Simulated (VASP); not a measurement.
A 71-atom supercell of AlN (wurtzite) holds N vacancy in charge state -2. It is relaxed twice, with the total moment held at 1 and at 3 μB. Computed with PBE GGA, VASP's PBE PAW potentials (set 64) (plane waves; VASP 6.6.1). Numerical set-up: PREC = Normal, LREAL = Auto, ISYM = 0, NELECT = 285.0, EDIFF = 1E-5, 400 eV cut-off, 1×1×1 Γ-centred mesh, Gaussian smearing of 0.050 eV, potentials Al N.

The cell is charged, with a uniform compensating background. The supercell is sampled at Γ alone, which is coarse: total energies, pressure and levels can be off, energies of defects by several tenths of an eV.

Question: Which spin state lies lower, and by how much?

Answer: The state with 1 μB lies lower, by 0.29 eV.

The cell is a supercell with a defect, built from AlN (wurtzite).
